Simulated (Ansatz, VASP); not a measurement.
# SnTe in two plane-wave programs, part 2 of 2

Aim: how closely do two programs agree when they are given the same cell, functional and k mesh? The cell is taken from a series of VASP runs on this material, whose earlier steps may have relaxed, scaled or displaced it; both programs get it as it stands.

VASP 6.6.1 and Ansatz 0.2.0.

So far. Step 2 (VASP: single point, PBE with D3(BJ)): The run ends at a pressure of 0.01 GPa. Step 3 (Ansatz: single point, PBE with D3(BJ)): The run ends at a pressure of 0.09 GPa.

## Step 6: Ansatz: band structure, PBE with D3(BJ)

Level of this step: Ansatz beside VASP: Kohn-Sham DFT, plane waves, PBE with D3(BJ) (Ansatz).

The same cell, functional, mesh and smearing now go to Ansatz, which takes its cutoff from its data sets.

The cell is taken from a series of VASP runs on this material, whose earlier steps may have relaxed, scaled or displaced it; both programs get it as it stands.

Contents of input.yaml:

```yaml
crystal:
  lattice:
    - [0.0, 3.15085, 3.15085]
    - [3.15085, 0.0, 3.15085]
    - [3.15085, 3.15085, 0.0]
  atoms:
    - { symbol: Sn, position: [0.0, 0.0, 0.0] }
    - { symbol: Te, position: [0.5, 0.5, 0.5] }
hamiltonian:
  xc: pbe
  pseudopotentials: { kind: paw }
  dispersion: d3bj
kpoints:
  mp_grid: { grid: [7, 7, 7] }
  band_path:
    path:
      - [0.0, 0.0, 0.0]
      - [0.16667, 0.0, 0.16667]
      - [0.33333, 0.0, 0.33333]
      - [0.5, 0.0, 0.5]
      - [0.5, 0.08333, 0.58333]
      - [0.5, 0.18333, 0.68333]
      - [0.5, 0.25, 0.75]
      - [0.45, 0.3, 0.75]
      - [0.40833, 0.34167, 0.75]
      - [0.35, 0.35, 0.7]
      - [0.225, 0.225, 0.45]
      - [0.075, 0.075, 0.15]
      - [0.03333, 0.03333, 0.03333]
      - [0.23333, 0.23333, 0.23333]
      - [0.4, 0.4, 0.4]
      - [0.5, 0.5, 0.5]
      - [0.50833, 0.48333, 0.50833]
      - [0.51667, 0.46667, 0.51667]
      - [0.55833, 0.38333, 0.55833]
      - [0.60833, 0.28333, 0.60833]
      - [0.60833, 0.25, 0.64167]
      - [0.55833, 0.25, 0.69167]
      - [0.51667, 0.25, 0.73333]
      - [0.5, 0.3, 0.7]
      - [0.5, 0.38333, 0.61667]
      - [0.5, 0.48333, 0.51667]
      - [0.475, 0.475, 0.55]
      - [0.425, 0.425, 0.65]
      - [0.38333, 0.38333, 0.73333]
      - [0.59167, 0.18333, 0.59167]
      - [0.55, 0.1, 0.55]
      - [0.5, 0.0, 0.5]
    npoints: 1
scf:
  occupations: { method: gaussian, width: 0.05 }
  n_extra_bands: 7
output:
  forces: true
  stress: true
  eigenvalues: true
  write_density: true
  write_potential: true
  elf: true
  volumetric_format: npy
```

The run is started by

```console
ansatz run input.yaml --threads 2 --pin off --max-ram 4608MiB --backend cpu --events-out ev --progress --plain --runs-dir out
```

Numbers of over 12 decimals in the logs are rounded to 6 here.

Output:

```text
[...]
Crystal: 2 atoms, lattice volume = 62.562 Å³
Basis set: ecut = 420 eV, 1243 PW (Γ), exchange–correlation on 60×60×60 points (8 copies of the dense FFT grid, shifted against one another)
Bands: 22, of which v1, the nominal top of the filled ones, is band 15 counted from 1 (14 counted from 0)
Symmetry: 48 space group operations
[...]
k-points: 20 of 343
[...]
k-point 0: bands = [... 11 lower, 5.0068, 7.5396, 7.5396, 7.5396, 13.0395, 13.0395, 13.0395, 14.4608, ... 3 higher]
  k-point 1: bands = [... 11 lower, 4.1235, 7.5702, 7.5702, 8.1482, 12.2046, 12.2046, 12.2434, 14.4118, ... 3 higher]
  k-point 2: bands = [... 11 lower, 2.6535, 7.6819, 7.6819, 8.8964, 10.9779, 10.9779, 11.0478, 15.1008, ... 3 higher]
  k-point 19: bands = [... 11 lower, 2.2044, 4.7363, 5.4549, 8.4590, 10.8807, 13.8196, 14.7298, 14.9626, ... 3 higher]
[key lines of the parts left out:]
SCF converged after 6 iterations
Free energy (F): -13005.530872 eV
Fermi energy:    9.776659 eV
P = ⅓ Tr σ = 0.0926 GPa (0.926 kbar)
```

The job ended after 3.4 s (2 threads of Arm Neoverse N1, shared host; peak memory 0.3 GiB; 6 s of CPU time).

## Step 7: Comparison

The two programs side by side:

| quantity | Ansatz | VASP | difference |
| --- | --- | --- | --- |
| pressure (GPa) | 0.09 | 0.06 | +0.04 |
| gap over the path points (eV) | 0.059 | 0.059 | 0.000 |

Levels at points of the path, from each program's valence-band top (eV; 4 filled, then empty):

| k (reciprocal lattice) | Ansatz | VASP |
| --- | --- | --- |
| 0.000 0.000 0.000 | -4.69 -2.16 -2.16 -2.16 3.34 3.34 3.34 | -4.69 -2.16 -2.16 -2.16 3.34 3.34 3.34 |
| 0.167 0.000 0.167 | -5.80 -2.66 -2.66 -0.79 0.92 3.52 3.52 | -5.80 -2.65 -2.65 -0.78 0.92 3.52 3.52 |
| 0.333 0.000 0.333 | -6.67 -3.64 -3.44 -3.44 2.54 3.83 4.32 | -6.67 -3.64 -3.43 -3.43 2.53 3.83 4.32 |
| 0.500 0.000 0.500 | -6.48 -5.59 -3.76 -3.76 2.17 4.91 4.91 | -6.48 -5.59 -3.76 -3.76 2.16 4.92 4.92 |
| 0.500 0.083 0.583 | -6.77 -5.50 -3.94 -3.18 2.52 3.91 5.03 | -6.77 -5.50 -3.94 -3.18 2.51 3.91 5.03 |
| 0.500 0.183 0.683 | -7.27 -5.17 -4.46 -1.62 1.75 3.67 5.42 | -7.27 -5.17 -4.46 -1.62 1.75 3.66 5.42 |
| 0.500 0.250 0.750 | -7.38 -4.84 -4.84 -0.84 0.84 4.61 4.61 | -7.38 -4.84 -4.84 -0.84 0.84 4.60 4.60 |
| 0.450 0.300 0.750 | -7.40 -5.07 -4.36 -1.41 1.43 3.97 5.21 | -7.40 -5.07 -4.36 -1.41 1.43 3.96 5.21 |
| 0.408 0.342 0.750 | -7.42 -5.17 -3.70 -2.24 2.33 3.55 4.49 | -7.43 -5.17 -3.70 -2.24 2.33 3.54 4.49 |
| 0.350 0.350 0.700 | -7.62 -5.03 -3.06 -2.41 2.51 2.77 4.72 | -7.62 -5.03 -3.05 -2.41 2.51 2.77 4.71 |

Among the levels compared at these points, filled levels agree within 4 meV and empty ones within 12 meV. Ansatz's pressure holds a Pulay correction of 0.03 GPa; VASP's holds none.

## Step 8: VASP: band structure, PBE with D3(BJ), spin-orbit coupling

Levels along a path test the potential and the projectors away from the mesh points.

Contents of INCAR:

```
SYSTEM = SnTe
PREC = Accurate
ENCUT = 400
EDIFF = 1E-06
NELM = 100
ISMEAR = 0
SIGMA = 0.05
LREAL = .FALSE.
ALGO = Normal
GGA = PE
IVDW = 12
LNONCOLLINEAR = .TRUE.
MAGMOM = 0 0 0 0 0 0
NBANDS = 32
GGA_COMPAT = .FALSE.
LASPH = .TRUE.
LSORBIT = .TRUE.
LORBIT = 11
LWAVE = .FALSE.
LCHARG = .FALSE.
KPAR = 2
```

Contents of POSCAR:

```
SnTe
1.0
    0.0000000000      3.1508500000      3.1508500000
    3.1508500000      0.0000000000      3.1508500000
    3.1508500000      3.1508500000      0.0000000000
Sn Te
1 1
Direct
    0.0000000000      0.0000000000      0.0000000000
    0.5000000000      0.5000000000      0.5000000000
```

Contents of KPOINTS:

```
Automatic mesh
0
Gamma
6 6 6
0 0 0
```

Contents of KPOINTS_OPT:

```
Line mode
16
Line-mode
Reciprocal
  0.00000000   0.00000000   0.00000000 GAMMA
  0.50000000   0.00000000   0.50000000 X

  0.50000000   0.00000000   0.50000000 X
  0.50000000   0.25000000   0.75000000 W

  0.50000000   0.25000000   0.75000000 W
  0.37500000   0.37500000   0.75000000 K

  0.37500000   0.37500000   0.75000000 K
  0.00000000   0.00000000   0.00000000 GAMMA

  0.00000000   0.00000000   0.00000000 GAMMA
  0.50000000   0.50000000   0.50000000 L

  0.50000000   0.50000000   0.50000000 L
  0.62500000   0.25000000   0.62500000 U

  0.62500000   0.25000000   0.62500000 U
  0.50000000   0.25000000   0.75000000 W

  0.50000000   0.25000000   0.75000000 W
  0.50000000   0.50000000   0.50000000 L

  0.50000000   0.50000000   0.50000000 L
  0.37500000   0.37500000   0.75000000 K

  0.62500000   0.25000000   0.62500000 U
  0.50000000   0.00000000   0.50000000 X
```

Potentials, in the order of the species: Sn_d and Te (PBE family, release 64).

The run is started by

```console
mpirun -np 2 vasp_ncl
```

Output:

```text
[... set-up lines as in an earlier step ...]
 entering main loop
       N       E                     dE             d eps       ncg     rms          rms(c)
DAV:   1     0.158017930520E+03    0.15802E+03   -0.78737E+03  1064   0.125E+03
DAV:   2     0.126995599477E+02   -0.14532E+03   -0.13984E+03  1064   0.373E+02
DAV:   3    -0.689440201079E+01   -0.19594E+02   -0.19293E+02  1288   0.124E+02
DAV:   4    -0.770846522421E+01   -0.81406E+00   -0.81296E+00  1168   0.274E+01
[...]
DAV:  11    -0.769089946985E+01   -0.84640E-05   -0.10037E-05  1312   0.275E-02    0.160E-02
DAV:  12    -0.769090377377E+01   -0.43039E-05   -0.60416E-06   992   0.134E-02    0.125E-02
DAV:  13    -0.769090459552E+01   -0.82175E-06   -0.53787E-07   776   0.879E-03
   1 F= -.84927379E+01 E0= -.84927371E+01  d E =-.166799E-05  mag=    -0.0000     0.0000    -0.0000
 Start KPOINTS_OPT (optional k-point list driver)
k-point batch [1-16\160]
       N       E                     dE             ncg
DAV:   1     0.581417602555E+03   -0.33490E+04     1104
DAV:   2    -0.180782396342E+04   -0.23892E+04     1056
DAV:   3    -0.212685120889E+04   -0.31903E+03     1296
DAV:   4    -0.213991078742E+04   -0.13060E+02     1200
DAV:   5    -0.214042104830E+04   -0.51026E+00     1536
DAV:   6    -0.214042731823E+04   -0.62699E-02     1336
DAV:   7    -0.214042746841E+04   -0.15018E-03     1568
DAV:   8    -0.214042747086E+04   -0.24542E-05     1144
DAV:   9    -0.214042747096E+04   -0.95481E-07      816
[...]
k-point batch [145-160\160]
       N       E                     dE             ncg
DAV:   1     0.436045821532E+03   -0.83956E+04     1080
DAV:   2    -0.194433394852E+04   -0.23804E+04     1024
DAV:   3    -0.224030187852E+04   -0.29597E+03     1328
DAV:   4    -0.225158260831E+04   -0.11281E+02     1168
DAV:   5    -0.225206423671E+04   -0.48163E+00     1584
DAV:   6    -0.225206898641E+04   -0.47497E-02     1296
DAV:   7    -0.225206922406E+04   -0.23766E-03     1592
DAV:   8    -0.225206922755E+04   -0.34921E-05     1056
DAV:   9    -0.225206922783E+04   -0.28019E-06      832
```

OUTCAR, selected parts (step 8):

```text
 Edisp (eV)   -0.80183

  Total       0.03150     0.03150     0.03150     0.00000     0.00000    -0.00000
  in kB       0.80678     0.80678     0.80678     0.00000     0.00000    -0.00000
  external pressure =        0.81 kB  Pullay stress =        0.00 kB

 POSITION                                       TOTAL-FORCE (eV/Angst)
 -----------------------------------------------------------------------------------
      0.00000      0.00000      0.00000        -0.000000     -0.000000     -0.000000
      3.15085      3.15085      3.15085         0.000000      0.000000      0.000000
 -----------------------------------------------------------------------------------
    total drift:                               -0.000000      0.000000      0.000000

  FREE ENERGIE OF THE ION-ELECTRON SYSTEM (eV)
  ---------------------------------------------------
  free  energy   TOTEN  =        -8.4927378915 eV

  energy  without entropy=       -8.4927362235  energy(sigma->0) =       -8.49273706

 magnetization (x)
# of ion       s       p       d       tot
------------------------------------------
    1        0.000   0.000  -0.000   0.000
    2       -0.000  -0.000   0.000  -0.000
--------------------------------------------------
tot         -0.000  -0.000  -0.000  -0.000

 magnetization (y)
# of ion       s       p       d       tot
------------------------------------------
    1        0.000  -0.000   0.000   0.000
    2        0.000  -0.000   0.000  -0.000
--------------------------------------------------
tot          0.000  -0.000   0.000   0.000

 magnetization (z)
# of ion       s       p       d       tot
------------------------------------------
    1        0.000   0.000   0.000   0.000
    2        0.000   0.000   0.000   0.000
--------------------------------------------------
tot          0.000   0.000   0.000   0.000

[... 1 part as in an earlier step ...]

[... 2 further parts left out ...]
[key lines of the parts left out:]
E-fermi :   6.9710
```

The run ends at a pressure of 0.08 GPa.

## Step 9: Ansatz: band structure, PBE with D3(BJ), spin-orbit coupling

The same cell, functional, mesh and smearing now go to Ansatz, which takes its cutoff from its data sets.

The cell is taken from a series of VASP runs on this material, whose earlier steps may have relaxed, scaled or displaced it; both programs get it as it stands.

input.yaml: that of step 6 with these lines changed.

```diff
@@ -10,6 +10,9 @@
   xc: pbe
-  pseudopotentials: { kind: paw }
+  pseudopotentials: { kind: paw_fr }
   dispersion: d3bj
+magnetization:
+  noncollinear: true
+  spin_orbit: true
 kpoints:
-  mp_grid: { grid: [7, 7, 7] }
+  mp_grid: { grid: [6, 6, 6] }
   band_path:
@@ -51,3 +54,3 @@
   occupations: { method: gaussian, width: 0.05 }
-  n_extra_bands: 7
+  n_extra_bands: 14
 output:
@@ -56,5 +59 @@
   eigenvalues: true
-  write_density: true
-  write_potential: true
-  elf: true
-  volumetric_format: npy
```

The run is started by

```console
ansatz run input.yaml --threads 2 --pin off --max-ram 4608MiB --backend cpu --events-out ev --progress --plain --runs-dir out
```

Output:

```text
[...]
non-collinear run that drives no moment, with spin-orbit: no starting moment large enough to seed its density (crystal.atoms[].spin), no starting occupations that ask for one, no magnetisation constraint and no magnetic field, so the semilocal B_xc is pinned to zero
Crystal: 2 atoms, lattice volume = 62.562 Å³
[...]
k-point 1: bands = [... 26 lower, 7.8415, 7.8415, 8.3892, 8.3892, 11.5519, 11.5519, 12.1963, 12.1963, ... 10 higher]
  k-point 2: bands = [... 26 lower, 7.9897, 7.9897, 9.1263, 9.1263, 10.3080, 10.3080, 10.8157, 10.8157, ... 10 higher]
  k-point 15: bands = [... 26 lower, 5.3087, 5.3087, 7.7924, 7.7924, 11.7611, 11.7611, 13.1397, 13.1397, ... 10 higher]
[key lines of the parts left out:]
SCF converged after 7 iterations
Magnetization: |M| = 0.0000 μB,  M = (+0.0000, +0.0000, +0.0000) μB
Free energy (F): -13010.378031 eV
Fermi energy:    9.698399 eV
P = ⅓ Tr σ = 0.1024 GPa (1.024 kbar)
```

It took 20 s on 2 threads; peak memory 0.49 GiB; 38 s of CPU time.

## Step 10: Differences

What differs besides the data sets and the points named for the pairs above, as far as they apply: spin-orbit coupling enters by fully relativistic files in Ansatz and inside the spheres in VASP; the data sets hold 30 valence electrons in Ansatz (fully relativistic PAW (standard-fr) files) and 20 in VASP. Total energies have different zeros and are not compared.

Both answers:

| quantity | Ansatz | VASP | difference |
| --- | --- | --- | --- |
| pressure (GPa) | 0.10 | 0.08 | +0.02 |
| gap over the path points (eV) | 0.198 | 0.190 | +0.008 |

Levels at points of the path, from each program's valence-band top (eV; 8 filled, then empty):

| k (reciprocal lattice) | Ansatz | VASP |
| --- | --- | --- |
| 0.000 0.000 0.000 | -4.55 -4.55 -2.60 -2.60 -1.76 -1.76 -1.76 -1.76 2.89 2.89 3.73 3.73 3.73 3.73 | -4.56 -4.56 -2.59 -2.59 -1.77 -1.77 -1.77 -1.77 2.91 2.91 3.73 3.73 3.73 3.73 |
| 0.167 0.000 0.167 | -5.67 -5.67 -2.84 -2.84 -2.28 -2.28 -0.64 -0.64 1.03 1.03 3.37 3.37 3.74 3.74 | -5.68 -5.68 -2.83 -2.83 -2.29 -2.29 -0.64 -0.64 1.03 1.03 3.37 3.37 3.72 3.72 |
| 0.333 0.000 0.333 | -6.54 -6.54 -3.67 -3.67 -3.42 -3.42 -3.09 -3.09 2.67 2.67 3.94 3.94 4.11 4.11 | -6.55 -6.55 -3.66 -3.66 -3.43 -3.43 -3.10 -3.10 2.65 2.65 3.94 3.94 4.12 4.12 |
| 0.500 0.000 0.500 | -6.34 -6.34 -5.49 -5.49 -3.87 -3.87 -3.42 -3.42 2.30 2.30 4.64 4.64 5.39 5.39 | -6.35 -6.35 -5.49 -5.49 -3.86 -3.86 -3.43 -3.43 2.28 2.28 4.66 4.66 5.38 5.38 |
| 0.500 0.083 0.583 | -6.64 -6.64 -5.40 -5.40 -3.88 -3.88 -3.01 -3.01 2.65 2.65 3.93 3.93 5.22 5.22 | -6.65 -6.65 -5.40 -5.40 -3.88 -3.88 -3.01 -3.01 2.63 2.63 3.93 3.93 5.22 5.22 |
| 0.500 0.183 0.683 | -7.13 -7.13 -5.07 -5.07 -4.35 -4.35 -1.50 -1.50 1.85 1.85 3.80 3.80 5.50 5.50 | -7.15 -7.15 -5.08 -5.08 -4.36 -4.36 -1.50 -1.50 1.84 1.84 3.78 3.78 5.50 5.50 |
| 0.500 0.250 0.750 | -7.25 -7.25 -4.82 -4.82 -4.65 -4.65 -0.72 -0.72 0.95 0.95 4.63 4.63 4.85 4.85 | -7.26 -7.26 -4.83 -4.83 -4.66 -4.66 -0.72 -0.72 0.94 0.94 4.62 4.62 4.83 4.83 |
| 0.450 0.300 0.750 | -7.27 -7.27 -4.97 -4.97 -4.24 -4.24 -1.28 -1.28 1.53 1.53 4.09 4.09 5.32 5.32 | -7.28 -7.28 -4.97 -4.97 -4.25 -4.25 -1.29 -1.29 1.53 1.53 4.08 4.08 5.32 5.32 |
| 0.408 0.342 0.750 | -7.29 -7.29 -5.07 -5.07 -3.61 -3.61 -2.10 -2.10 2.40 2.40 3.69 3.69 4.63 4.63 | -7.31 -7.31 -5.07 -5.07 -3.61 -3.61 -2.10 -2.10 2.40 2.40 3.68 3.68 4.62 4.62 |
| 0.350 0.350 0.700 | -7.49 -7.49 -4.92 -4.92 -2.99 -2.99 -2.24 -2.24 2.48 2.48 3.03 3.03 4.84 4.84 | -7.50 -7.50 -4.92 -4.92 -2.99 -2.99 -2.25 -2.25 2.48 2.48 3.02 3.02 4.82 4.82 |

Among the levels compared at these points, filled levels agree within 18 meV and empty ones within 24 meV. Ansatz's pressure holds a Pulay correction of 0.03 GPa; VASP's holds none.

## Step 11: What the set-up changes

Further runs change the set-up of one program: Ansatz's method, potentials or start, or VASP's data sets, cutoff or form of LDA. The table gives Ansatz less VASP for each quantity, since a change that brings one quantity closer may part another.

| run | pressure (GPa) | gap over the path points (eV) |
| --- | --- | --- |
| as above | 0.022 | 0.0078 |
| Ansatz's all-electron LAPW method | 0.025 | 0.0079 |

## Step 12: Summary of results

```
difference in gap on the k mesh (single point, PBE with D3(BJ))                               : 7.0e-4 eV
difference in gap over the path points (band structure, PBE with D3(BJ))                      : 0 eV
difference in gap over the path points (band structure, PBE with D3(BJ), spin-orbit coupling) : 0.0078 eV
```

**Reading.** The difference in gap over the path points is 0.0078 eV (band structure, PBE with D3(BJ), spin-orbit coupling), within the 0.08 eV picked in this series as the mark of a large difference. For band structure, PBE with D3(BJ), spin-orbit coupling, no further run moves any of the tabulated differences by more than a quarter of its size. Such differences can come from data sets, numerical settings and the points named under the comparisons, not from the functional's error against experiment.

[Lines on the potential files, build, host, timing and source positions are cut from VASP's logs without a mark.]

[Logs are printed without paths, hosts, clocks, repeated set-up lines and the standing remarks that a program may print on its own settings, such as how far it seeks lower states.]

[Hosts, paths, dates, database ids (printed as entryN), source tags and the programs' standing remarks are cut or masked in the printed files.]
